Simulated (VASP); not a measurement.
C:

```
C
1.0
     1.23319    0.71198    8.28262
    -1.23319    0.71198    8.28262
     0.00000   -1.42396    8.28262
C
4
Direct
  0.91283 0.91283 0.91283
  0.24615 0.24615 0.24615
  0.75385 0.75385 0.75385
  0.08717 0.08717 0.08717
```

This isn't the form of C at room conditions, which is graphite.

```yaml
Program: VASP 6.6.1
Task: relaxation of cell and atoms
Functional: LDA
Potentials_or_basis: VASP PAW LDA potentials, release 64 (C)
Cutoff: 520 eV
k_mesh: 6 × 6 × 6
Occupations: gaussian, width 0.02 eV
Spin: no spin polarisation
```

At the start: pressure -5.4 GPa; volume 10.91 Å³/atom.

Where does the relaxation end?

Over 64 steps the energy falls by 28.0 meV/atom and the volume is 8.51 Å³/atom (-22.0 %); space group R-3m (No. 166, to 0.05 Å).

The path:
```csv
step,energy change (eV),largest force (eV/Å),pressure (GPa),volume (Å³)
1,0.0000,0.0259,-5.37,43.63
3,-0.0150,0.0248,-0.52,42.93
5,-0.0173,0.0246,-0.43,42.72
7,-0.0394,0.0426,-0.54,40.88
9,-0.0793,0.2240,0.54,33.55
11,-0.0961,0.1430,-0.04,34.71
13,-0.0981,0.1088,-0.26,35.39
15,-0.0986,0.0623,0.31,35.24
17,-0.0992,0.1051,-0.81,35.23
19,-0.1032,0.1275,-0.98,34.83
21,-0.1092,0.0403,1.42,33.86
23,-0.1100,0.0681,0.48,33.93
25,-0.1104,0.0570,-0.29,33.98
27,-0.1108,0.0239,-0.41,34.00
29,-0.1112,0.0504,0.19,33.99
31,-0.1115,0.0273,0.36,34.01
33,-0.1116,0.0470,0.03,34.05
35,-0.1117,0.0112,-0.30,34.10
37,-0.1118,0.0240,0.03,34.09
39,-0.1118,0.0149,0.15,34.09
41,-0.1119,0.0215,-0.09,34.11
43,-0.1119,0.0079,-0.16,34.11
45,-0.1119,0.0151,-0.19,34.12
47,-0.1119,0.0154,0.07,34.09
49,-0.1120,0.0096,0.07,34.09
51,-0.1120,0.0083,-0.08,34.09
53,-0.1120,0.0071,-0.06,34.08
55,-0.1120,0.0051,0.05,34.06
57,-0.1120,0.0063,0.00,34.05
59,-0.1120,0.0032,-0.02,34.05
61,-0.1120,0.0015,-0.04,34.05
63,-0.1120,0.0023,-0.01,34.04
64,-0.1120,0.0012,0.01,34.04
```

Final structure:
```
C
1.0
     1.22367    0.70649    6.56206
    -1.22367    0.70649    6.56206
     0.00000   -1.41297    6.56206
C
4
Direct
  0.91665 0.91665 0.91665
  0.24993 0.24993 0.24993
  0.75007 0.75007 0.75007
  0.08335 0.08335 0.08335
```

Caveat: the k mesh is coarse (spacing up to 0.49 Å⁻¹), so the values aren't converged; the volume moved by over 15 % at a fixed basis, so the end points are rough.
